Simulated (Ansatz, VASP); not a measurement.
**RbZnCl3: VASP beside Ansatz**

Aim: how closely do two programs agree when they are given the same cell, functional and k mesh? The two relaxations start from unlike cells of this crystal (the structure described is Ansatz's start), so only their ends are compared.

Calculated with Ansatz 0.2.0; plane waves, with VASP 6.6.1 beside it; relaxation of cell and atoms at PBE.

The structure was built from a prototype and need not be the compound's stable phase.

### 1. Set-up

Symmetry: Pm-3m, No. 221, cubic system. Conventional cell: a = 4.890 Å, b = 4.890 Å, c = 4.890 Å, α = 90.00°, β = 90.00°, γ = 90.00°. Nearest to Rb lie 12 Cl at 3.46 Å. Nearest to Zn lie 6 Cl at 2.44 Å. Cl has 2 Zn at 2.44 Å and 4 Rb at 3.46 Å nearest. As first built, before any earlier steps moved the atoms (in the runner's words): all Cd replaced by Zn and Cs replaced by Rb in the Pm-3m structure of CsCdCl3. Farther neighbours and most contacts between anions are not listed.

### 2. Ansatz: relaxation of cell and atoms, PBE

Ansatz runs on its default PAW (the set named soft_2) files.

The relaxed volume is the usual yardstick between codes: in a stiff, nearly cubic crystal its relative difference is about their pressure difference at one cell divided by the bulk modulus.

input.yaml

```yaml
crystal:
  lattice:
    - [4.88979827, 0.0, 0.0]
    - [0.0, 4.88979827, 0.0]
    - [0.0, 0.0, 4.88979827]
  atoms:
    - { symbol: Rb, position: [0.0, 0.0, 0.0] }
    - { symbol: Zn, position: [0.5, 0.5, 0.5] }
    - { symbol: Cl, position: [0.5, 0.5, 0.0] }
    - { symbol: Cl, position: [0.5, 0.0, 0.5] }
    - { symbol: Cl, position: [0.0, 0.5, 0.5] }
kpoints:
  mp_grid: { grid: [5, 5, 5] }
scf:
  occupations: { method: fermi_dirac, width: 0.05 }
hamiltonian:
  xc: pbe
  pseudopotentials: { kind: paw }
output:
  forces: true
  stress: true
relax:
  f_tol: 0.02
  max_steps: 50
  cell: {}
```

Command:

```sh
> ansatz run input.yaml --threads 4 --pin off --max-ram 8192MiB --backend cpu --events-out ev --progress --plain --runs-dir out
```

Numbers of over 12 decimals in the logs are rounded to 6 here.

Log:

```text
Engine: ansatz 0.2.0, x86_64-unknown-linux-gnu
Pseudopotentials: kind: paw
Pseudopotential: Rb, paw, valence charge 9, recommended cutoff 420 eV (normal), Rb.paw.azcp
Pseudopotential: Zn, paw, valence charge 12, recommended cutoff 420 eV (normal), Zn.paw.azcp
Pseudopotential: Cl, paw, valence charge 7, recommended cutoff 420 eV (normal), Cl.paw.azcp
Functional definition: PBE
  parameter kappa = 0.804
  parameter beta = 0.066725
  exchange = pbe_x(kappa = kappa, mu = beta*pi^2/3)
  correlation = pbe_c(beta = beta)
Crystal: 5 atoms, lattice volume = 116.916 Å³
Basis set: ecut = 420 eV, 2301 PW (Γ), exchange–correlation on 72×72×72 points (8 copies of the dense FFT grid, shifted against one another)
Bands: 26, of which v1, the nominal top of the filled ones, is band 21 counted from 1 (20 counted from 0)
Symmetry: 48 space group operations
Space group: Pm-3m (ITA 221), of the structure as read, at distance tolerance 4.9e-5 Å
k-points: 10 of 125
Non-local potential: Rb, projectors of the file, l = 0: 3, l = 1: 2, l = 2: 2
Non-local potential: Zn, projectors of the file, l = 0: 2, l = 1: 2, l = 2: 3, l = 3: 1
Non-local potential: Cl, projectors of the file, l = 0: 2, l = 1: 2, l = 2: 2
PAW form: soft (Blöchl's): semilocal exchange-correlation on the pseudo side does not see the compensation charge
PAW one-centre angular grid: Rb, 110 points (default); XC on 64 Gauss nodes
PAW one-centre angular grid: Zn, 590 points (default); XC on 64 Gauss nodes
PAW one-centre angular grid: Cl, 110 points (default); XC on 64 Gauss nodes
Initial density: superposition of atomic densities (neutral atoms: chi_scale 0, normalization atom), corrected by the library's trained network
Initial wavefunctions: pseudopotential atomic-orbital guess
Functional: x = pbe(κ = 0.804, μ = 0.219515), c = pbe(β = 0.066725)
SCF iter   1: F=—  HF=-9831.917234 eV  |F-HF|=—  |Δ(HF+E_count)|=         —  Δρ=4.41e-4  dr2=1.19e-4  ethr=1.77e-3  ⟨swp⟩=8.7  Hψ=1397  notcnv=0
preconditioner: auto → Resta (q_TF=auto, 2.300 Å⁻¹)  ε∞=3.9  [insulator: Δε(μ)=1.702 eV  Ē_g=12.653 eV  σ=0.050 eV  W_gap=1.00  n_scr=26 (ndim 8)  ℏωp=21.7 eV  f_vac=0.024  D(μ)=0.00/eV (n_scr^D=0)  ε∞_Penn≈3.9]
SCF iter   2: F=—  HF=-9831.917353 eV  |F-HF|=—  |Δ(HF+E_count)|=   1.19e-4  Δρ=2.42e-4  dr2=6.43e-5  ethr=2.83e-7  ⟨swp⟩=3.1  Hψ=655  notcnv=0
SCF iter   3: F=—  HF=-9831.917295 eV  |F-HF|=—  |Δ(HF+E_count)|=   5.82e-5  Δρ=7.84e-5  dr2=5.35e-6  ethr=1.53e-7  ⟨swp⟩=2.0  Hψ=436  notcnv=0
SCF iter   4: F=—  HF=-9831.917295 eV  |F-HF|=—  |Δ(HF+E_count)|=   5.66e-7  Δρ=2.37e-5  dr2=5.08e-7  ethr=1.27e-8  ⟨swp⟩=2.3  Hψ=396  notcnv=0
iter 5 did not close the SCF: its close was put off for the readings that it lacked (scf_convergence_deferred on its scf_iter line)
SCF iter   5: F=-9831.917295 eV  HF=-9831.917295 eV  |F-HF|=7.71e-8  |Δ(HF+E_count)|=   7.43e-9  Δρ=8.77e-6  dr2=9.76e-8  ethr=1.21e-9  ⟨swp⟩=2.1  Hψ=362  notcnv=0
SCF iter   6: F=-9831.917295 eV  HF=-9831.917295 eV  |F-HF|=6.81e-8  |Δ(HF+E_count)|=   4.42e-9  Δρ=8.42e-6  dr2=4.20e-8  ethr=2.32e-10  ⟨swp⟩=2.9  Hψ=966  notcnv=0
SCF 1 converged in 6 iterations: F = -9831.917295 eV  dr2 = 4.20e-8
  greatest PAW one-centre occupation: 0.988 electrons in one spin orbital (limit 2), on the Zn atom at site 1 (counted from 0), in its partial waves of l = 2
relax step   1: F+E_penalty+E_count = -9831.91729502 eV  Δ(F+E_penalty+E_count) = +0.000e0 eV  max|allowed force component| = 1.069e-29 eV/Å  Δτ_max = 0.0000 Å  P = +2.976 GPa  Ω = 116.916 Å³  (6 SCF iters, dr2 threshold 1.00e-7 eV, accepted)
[...]
relax step   2: F+E_penalty+E_count = -9831.98122166 eV  Δ(F+E_penalty+E_count) = -6.393e-2 eV  max|allowed force component| = 7.323e-30 eV/Å  Δτ_max = 0.0000 Å  P = +1.020 GPa  Ω = 122.216 Å³  energy of the carried Pulay correction = -8.706e-4 eV  (6 SCF iters, dr2 threshold 5.00e-7 eV, accepted)
[...]
relax step   3: F+E_penalty+E_count = -9831.99108575 eV  Δ(F+E_penalty+E_count) = -9.864e-3 eV  max|allowed force component| = 1.182e-29 eV/Å  Δτ_max = 0.0000 Å  P = +0.118 GPa  Ω = 125.176 Å³  energy of the carried Pulay correction = -1.340e-3 eV  (5 SCF iters, dr2 threshold 5.00e-7 eV, accepted)
[...]
relax step   4: F+E_penalty+E_count = -9831.99117853 eV  Δ(F+E_penalty+E_count) = -9.277e-5 eV  max|allowed force component| = 4.694e-30 eV/Å  Δτ_max = 0.0000 Å  P = +0.006 GPa  Ω = 125.575 Å³  energy of the carried Pulay correction = -1.403e-3 eV  (5 SCF iters, dr2 threshold 3.50e-8 eV, accepted)
[...]
relax step   5: F+E_penalty+E_count = -9831.99258103 eV  Δ(F+E_penalty+E_count) = -1.403e-3 eV  max|allowed force component| = 4.878e-30 eV/Å  Δτ_max = 0.0000 Å  P = +0.005 GPa  Ω = 125.575 Å³  stress off target by 5.40e-3 GPa  SCF on the basis re-selected at this cell (its energy is not comparable with the rows above)  (7 SCF iters)
basis re-selected at this cell: Δ(F+E_penalty+E_count) = -1.403e-3 eV, ΔP = -0.001 GPa vs the last step (what re-selecting the basis moved, of the pressure what is left beyond the Pulay correction that the steps carried, after the strain that the cell walked since its last selection, with what the two solves' SCF thresholds leave and, on support functions, any second-order correction that the steps lacked; it is no m [...]
SCF converged after 7 iterations
Free energy (F): -9831.992581 eV
Harris-Foulkes:  -9831.992581 eV  (|F-HF|=6.00e-11)
Internal energy: -9831.992581 eV  (E = F + TS)
E sigma→0 (E₀):  -9831.992581 eV
Entropy (-TS):   -0.000000 eV (-0.000 meV/atom)
Fermi energy:    3.661943 eV
--- Per-component energies (eV) ---
  E_band       = -132.737400
  E_kinetic    = 806.833015
  E_local      = -3371.155294  (includes V_loc(G=0)·N_el)
  E_nonlocal   = 878.109059
  E_hartree    = 1270.790821
  E_xc         = -588.188618
  E_vxc        = -553.803731  (∫ρ·V_xc dr)
  E_paw        = -6429.476240  (= ΣΔE_a)
  E_vpaw       = -434.302126  (= ΣTr[D̂ρ^β])
  E_aug_tail   = -0.000108  (compensation charges beyond the density's cutoff)
  E_ewald      = -2398.905217
  E_smearing   = -0.000000  (= −TS)
  E_closure    = 0.000000  (closes the sum)
  Σ components = -9831.992581   (vs F -9831.992581, Δ=0.00e0)
--- Forces (eV/Å), atoms counted from 1 ---
  atom   1  Rb    -0.00000000     0.00000000     0.00000000
  atom   2  Zn     0.00000000     0.00000000     0.00000000
  atom   3  Cl    -0.00000000     0.00000000     0.00000000
  atom   4  Cl    -0.00000000    -0.00000000     0.00000000
  atom   5  Cl    -0.00000000    -0.00000000     0.00000000
  max |Σ_I F_I| component: 7.17e-30 eV/Å
--- Stress (GPa, compression-positive) ---
        0.005402       0.000000       0.000000
        0.000000       0.005402      -0.000000
       -0.000000      -0.000000       0.005402
  P = ⅓ Tr σ = 0.0054 GPa (0.054 kbar)
--- Relaxed structure (4 steps of the walk, 4 accepted, 1 SCFs on fresh bases) ---
  F+E_penalty+E_count = -9831.99258103 eV   max|allowed force component| = 4.878e-30 eV/Å   (the final SCF, on the basis selected at the relaxed cell)
  cell:  # Å, volume = 125.5748 Å³
    - [5.007653, 0, 0]
    - [0, 5.007653, 0]
    - [0, 0, 5.007653]
  atoms:
    - { symbol: Rb, position: [0, 0, 0] }
    - { symbol: Zn, position: [0.5, 0.5, 0.5] }
    - { symbol: Cl, position: [0.5, 0.5, 0] }
    - { symbol: Cl, position: [0.5, 0, 0.5] }
    - { symbol: Cl, position: [0, 0.5, 0.5] }
```

### 3. VASP: relaxation of cell and atoms, PBE

Its own start cell and the same functional, mesh and smearing now go to VASP, with its own data sets.

Lines of VASP's logs that name or quote its potential files are left out, and so is its time.

INCAR

```
SYSTEM = RbZnCl3
PREC = Accurate
ENCUT = 500
EDIFF = 1E-07
NELM = 120
ISMEAR = -1
SIGMA = 0.05
LREAL = .FALSE.
ALGO = Normal
GGA = PE
NBANDS = 27
LORBIT = 11
LWAVE = .FALSE.
LCHARG = .FALSE.
ISIF = 3
IBRION = 2
NSW = 80
EDIFFG = -0.005
LASPH = .TRUE.
GGA_COMPAT = .FALSE.
NELMIN = 4
EFERMI = MIDGAP
KPAR = 2
```

POSCAR

```
RbZnCl3
1.0
    5.0058929927      0.0000000000      0.0000000000
    0.0000000000      5.0058929927      0.0000000000
    0.0000000000      0.0000000000      5.0058929927
Rb Zn Cl
1 1 3
Direct
    0.0000000000      0.0000000000      0.0000000000
    0.5000000000      0.5000000000      0.5000000000
    0.5000000000      0.5000000000      0.0000000000
    0.5000000000      0.0000000000      0.5000000000
    0.0000000000      0.5000000000      0.5000000000
```

KPOINTS

```
Automatic mesh
0
Gamma
5 5 5
0 0 0
```

Potentials, in the order of the species: Rb_sv, Zn and Cl (PBE family, release 64).

Command:

```sh
> mpirun -np 2 vasp_std
```

Log:

```text
[banner, memory and clock lines left out]
running    2 mpi-ranks, on    1 nodes
 distrk:  each k-point on    1 cores,    2 groups
 distr:  one band on    1 cores,    1 groups

 POSCAR found type information on POSCAR RbZnCl
 POSCAR found :  3 types and       5 ions
 LDA part: xc-table for (Slater+PW92), standard interpolation
 POSCAR, INCAR and KPOINTS ok, starting setup
 FFT: planning ... GRIDC
 FFT: planning ... GRID_SOFT
 FFT: planning ... GRID
 WAVECAR not read
 entering main loop
       N       E                     dE             d eps       ncg     rms          rms(c)
DAV:   1     0.337451877944E+03    0.33745E+03   -0.19076E+04   540   0.151E+03
DAV:   2     0.179933748738E+02   -0.31946E+03   -0.30872E+03   634   0.329E+02
DAV:   3    -0.148456652749E+02   -0.32839E+02   -0.32700E+02   646   0.114E+02
DAV:   4    -0.156595380582E+02   -0.81387E+00   -0.81271E+00   850   0.183E+01
DAV:   5    -0.156730330337E+02   -0.13495E-01   -0.13493E-01   770   0.200E+00    0.666E+00
DAV:   6    -0.147150134733E+02    0.95802E+00   -0.17139E+00   826   0.412E+01    0.513E+00
DAV:   7    -0.146426953297E+02    0.72318E-01   -0.15227E+00   701   0.729E+00    0.269E+00
DAV:   8    -0.146381823628E+02    0.45130E-02   -0.17018E-01   706   0.430E+00    0.880E-01
DAV:   9    -0.146363367467E+02    0.18456E-02   -0.21810E-02   781   0.300E+00    0.130E-01
DAV:  10    -0.146366891101E+02   -0.35236E-03   -0.36742E-03   700   0.651E-01    0.705E-02
DAV:  11    -0.146368538432E+02   -0.16473E-03   -0.40825E-04   746   0.212E-01    0.230E-02
DAV:  12    -0.146368498551E+02    0.39880E-05   -0.20452E-04   751   0.218E-01    0.711E-03
DAV:  13    -0.146368503830E+02   -0.52788E-06   -0.19055E-05   647   0.567E-02    0.289E-03
DAV:  14    -0.146368501784E+02    0.20457E-06   -0.22847E-06   744   0.912E-03    0.251E-03
DAV:  15    -0.146368503363E+02   -0.15780E-06   -0.29856E-07   535   0.306E-03    0.467E-04
DAV:  16    -0.146368503672E+02   -0.30926E-07   -0.48773E-08   359   0.399E-03
   1 F= -.14636850E+02 E0= -.14636850E+02  d E =-.146369E+02
 curvature:   0.00 expect dE= 0.000E+00 dE for cont linesearch  0.000E+00
 trial: gam= 0.00000 g(F)=  0.000E+00 g(S)=  0.426E-04 ort = 0.000E+00 (trialstep = 0.100E+01)
 search vector abs. value=  0.426E-04
 bond charge predicted
       N       E                     dE             d eps       ncg     rms          rms(c)
DAV:   1    -0.146372661980E+02   -0.41586E-03   -0.71504E-03   644   0.890E-01    0.132E-01
DAV:   2    -0.146369393117E+02    0.32689E-03   -0.96252E-04   663   0.451E-01    0.495E-02
DAV:   3    -0.146368847491E+02    0.54563E-04   -0.15710E-04   636   0.741E-02    0.240E-02
DAV:   4    -0.146368778425E+02    0.69066E-05   -0.91538E-06   818   0.202E-02    0.115E-02
DAV:   5    -0.146368745318E+02    0.33107E-05   -0.12585E-06   999   0.137E-02    0.285E-03
DAV:   6    -0.146368738499E+02    0.68188E-06   -0.41371E-07   591   0.527E-03    0.863E-04
DAV:   7    -0.146368738264E+02    0.23535E-07   -0.47680E-08   339   0.153E-03
   2 F= -.14636874E+02 E0= -.14636874E+02  d E =-.234592E-04
 trial-energy change:   -0.000023  1 .order   -0.000025   -0.000043   -0.000007
 step:   1.2862(harm=  1.2000)  dis= 0.00000  next Energy=   -14.636875 (dE=-0.244E-04)
 reached required accuracy - stopping structural energy minimisation
```

Parts of OUTCAR (step 3):

```text
ion  position               nearest neighbor table
   1  0.000  0.000  0.000-   3 3.54   4 3.54   5 3.54   4 3.54   5 3.54   3 3.54   5 3.54   5 3.54
                             3 3.54   4 3.54   4 3.54   3 3.54   2 4.34   2 4.34   2 4.34   2 4.34
   2  0.500  0.500  0.500-   3 2.50   4 2.50   5 2.50   3 2.50   4 2.50   5 2.50   1 4.34   1 4.34
                             1 4.34   1 4.34   1 4.34   1 4.34   1 4.34   1 4.34
   3  0.500  0.500  0.000-   2 2.50   2 2.50   1 3.54   1 3.54   1 3.54   1 3.54
   4  0.500  0.000  0.500-   2 2.50   2 2.50   1 3.54   1 3.54   1 3.54   1 3.54
   5  0.000  0.500  0.500-   2 2.50   2 2.50   1 3.54   1 3.54   1 3.54   1 3.54

  LATTYP: Found a simple cubic cell.
 ALAT       =     5.0058929927

 Subroutine GETGRP returns: Found 48 space group operations
 (whereof 48 operations were pure point group operations)

The static configuration has the point symmetry O_h .

 Found     10 irreducible k-points:

   k-points           NKPTS =     10   k-points in BZ     NKDIM =     10   number of bands    NBANDS=     27

   dimension x,y,z NGX =    40 NGY =   40 NGZ =   40
   dimension x,y,z NGXF=    80 NGYF=   80 NGZF=   80

   ENCUT  =  500.0 eV  36.75 Ry    6.06 a.u.   9.13  9.13  9.13*2*pi/ulx,y,z

   NELECT =      42.0000    total number of electrons

 k-points in reciprocal lattice and weights: Automatic mesh
   0.00000000  0.00000000  0.00000000       0.008
   0.20000000  0.00000000  0.00000000       0.048
   0.40000000  0.00000000  0.00000000       0.048
   0.20000000  0.20000000  0.00000000       0.096
   0.40000000  0.20000000  0.00000000       0.192
   0.40000000  0.40000000  0.00000000       0.096
   0.20000000  0.20000000  0.20000000       0.064
   0.40000000  0.20000000  0.20000000       0.192
   0.40000000  0.40000000  0.20000000       0.192
   0.40000000  0.40000000  0.40000000       0.064

 average (electrostatic) potential at core
       1 -36.6491       2 -37.8368       3 -93.7098       4 -93.7098       5 -93.7098

 E-fermi :   0.5876

 k-point     1 :       0.0000    0.0000    0.0000
  band No.  band energies     occupation
    ...
     17      -0.8962      2.00000
     18      -0.8962      2.00000
     19      -0.5809      2.00000
     20      -0.5809      2.00000
     21      -0.5809      2.00000
     22       1.2258      0.00001
     23       5.6707      0.00000
     24       6.7990      0.00000
     25       6.7990      0.00000
     26       7.8069      0.00000
    ...

 k-point     2 :       0.2000    0.0000    0.0000
  band No.  band energies     occupation
    ...
     17      -0.9818      2.00000
     18      -0.9554      2.00000
     19      -0.9554      2.00000
     20      -0.6547      2.00000
     21      -0.6547      2.00000
     22       2.1055      0.00000
     23       6.1862      0.00000
     24       7.1387      0.00000
     25       7.2319      0.00000
     26       8.0022      0.00000
    ...

 k-point     3 :       0.4000    0.0000    0.0000
  band No.  band energies     occupation
    ...
     17      -1.1124      2.00000
     18      -1.0598      2.00000
     19      -1.0598      2.00000
     20      -0.7668      2.00000
     21      -0.7668      2.00000
     22       3.6700      0.00000
     23       7.2600      0.00000
     24       7.8717      0.00000
     25       8.0977      0.00000
     26       8.5380      0.00000
    ...

  Total        0.0063926      0.0063926      0.0063926     -0.0000000     -0.0000000      0.0000000
  in kB        0.0815572      0.0815572      0.0815572     -0.0000000     -0.0000000      0.0000000
  external PRESSURE =       0.0815572 kB  Pullay stress =       0.0000000 kB

  energy-cutoff  :      500.00
  volume of cell :      125.58
      direct lattice vectors                 reciprocal lattice vectors
     5.007745741 -0.000000000  0.000000000     0.199690650  0.000000000 -0.000000000
    -0.000000000  5.007745741 -0.000000000     0.000000000  0.199690650  0.000000000
     0.000000000 -0.000000000  5.007745741    -0.000000000  0.000000000  0.199690650

 POSITION                                       TOTAL-FORCE (eV/Angst)
 -----------------------------------------------------------------------------------
      0.00000      0.00000      0.00000         0.000000     -0.000000      0.000000
      2.50387      2.50387      2.50387        -0.000000      0.000000      0.000000
      2.50387      2.50387     -0.00000         0.000000     -0.000000      0.000000
      2.50387     -0.00000      2.50387         0.000000     -0.000000      0.000000
     -0.00000      2.50387      2.50387         0.000000     -0.000000      0.000000
 -----------------------------------------------------------------------------------
    total drift:                               -0.000000      0.000000     -0.000000

  FREE ENERGIE OF THE ION-ELECTRON SYSTEM (eV)
  ---------------------------------------------------
  free  energy   TOTEN  =       -14.6368738264 eV

  energy  without entropy=      -14.6368737537  energy(sigma->0) =      -14.63687379

 reached required accuracy - stopping structural energy minimisation

 total charge
# of ion       s       p       d       tot
------------------------------------------
    1        1.935   5.355   0.016   7.306
    2        0.387   0.298   9.834  10.519
    3        1.596   3.542   0.000   5.138
    4        1.596   3.542   0.000   5.138
    5        1.596   3.542   0.000   5.138
--------------------------------------------------
tot          7.109  16.279   9.849  33.238

[... 3 further parts left out ...]
```

CONTCAR:

```
RbZnCl3
   1.00000000000000
     5.0077457406583825   -0.0000000000000000    0.0000000000000000
    -0.0000000000000000    5.0077457406583825   -0.0000000000000000
     0.0000000000000000   -0.0000000000000000    5.0077457406583825
  Rb              Zn              Cl
     1     1     3
Direct
     0.0000000000000000    0.0000000000000000    0.0000000000000000
     0.5000000000000000    0.5000000000000000    0.5000000000000000
     0.5000000000000000    0.5000000000000000    0.0000000000000000
     0.5000000000000000    0.0000000000000000    0.5000000000000000
     0.0000000000000000    0.5000000000000000    0.5000000000000000
```

### 4. Differences

Known differences besides the potentials themselves: the cutoff is 420 eV in Ansatz and 500 eV in VASP; Ansatz adds a Pulay correction to the stress that steers its cell, VASP none. Total energies have different zeros and are not compared.

Both answers:

| quantity | Ansatz | VASP | difference |
| --- | --- | --- | --- |
| volume (Å³) | 125.57 | 125.58 | -0.01 % |
| edge a after relaxation, in the typed setting (Å) | 5.008 | 5.008 | +0.00 % |

### 5. What came out

- difference in volume (relaxation of cell and atoms, PBE): -0.0056 %

In words: The difference in volume is -0.0056 % (relaxation of cell and atoms, PBE), within the 1.2 % picked in this series as the mark of a large difference, as far as the stopping tolerances let one tell. How closely two codes agree says nothing of how well the functional describes the real material.

[Lines on the potential files, build, host, timing and source positions are cut from VASP's logs without a mark.]

[Logs are printed without paths, hosts, clocks, repeated set-up lines and the standing remarks that a program may print on its own settings, such as how far it seeks lower states.]

[Hosts, paths, dates, database ids (printed as entryN), source tags and the programs' standing remarks are cut or masked in the printed files.]
